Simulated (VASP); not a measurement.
These are LDA (Ceperley-Alder, Perdew-Zunger), VASP's LDA PAW potentials (set 64) (plane waves; VASP) values and carry that method's errors.

A VASP calculation is set up with these files.

INCAR:
```
ALGO  =  Normal
EDIFF  =  1E-6
ENCUT  =  400
ISMEAR  =  0
LASPH  =  .TRUE.
LCHARG  =  .FALSE.
LMAXMIX  =  4
LORBIT  =  11
LREAL  =  .FALSE.
LVHAR  =  .TRUE.
LWAVE  =  .FALSE.
NELM  =  100
NELMIN  =  4
PREC  =  Normal
SIGMA  =  0.05
SYSTEM  =  MoS2 bilayer
```

**KPOINTS**
```
Automatic mesh
0
Gamma
12 12 1
0 0 0
```

### POSCAR
```
MoS2 bilayer
1
    3.1241862094     0.0000000000     0.0000000000
   -1.5620931048     2.7056243580    -0.0000000000
   -0.0000000000     0.0000000000    24.8267032966
Mo S
2 4
Direct
  0.6666670000   0.3333330000   0.3785146311
  0.3333330000   0.6666670000   0.6214853689
  0.3333330000   0.6666670000   0.4411865671
  0.3333330000   0.6666670000   0.3160084397
  0.6666670000   0.3333330000   0.6839915603
  0.6666670000   0.3333330000   0.5588134329
```

POTCAR, in this order: Mo_sv S (LDA.64 set). Program: vasp_std. Read from the step before: WAVECAR.

Task: What does the run give for the energy per atom (σ→0)?

Result: 
```
Item                            Value
---------------------  --------------
energy per atom (σ→0)  -8.141 eV/atom
```

**OSZICAR**
```
       N       E                     dE             d eps       ncg     rms          rms(c)
DAV:   1    -0.488436254679E+02   -0.48844E+02   -0.91529E-04  1325   0.231E-01    0.435E-02
DAV:   2    -0.488435994671E+02    0.26001E-04   -0.35216E-04  1424   0.104E-01    0.334E-02
DAV:   3    -0.488435918347E+02    0.76324E-05   -0.37958E-05  1401   0.362E-02    0.727E-03
DAV:   4    -0.488435915248E+02    0.30993E-06   -0.44964E-06  1299   0.104E-02
   1 F= -.48843592E+02 E0= -.48843592E+02  d E =-.151275E-29
```

The cell is a sheet with vacuum, built from MoS2 (2H layered).
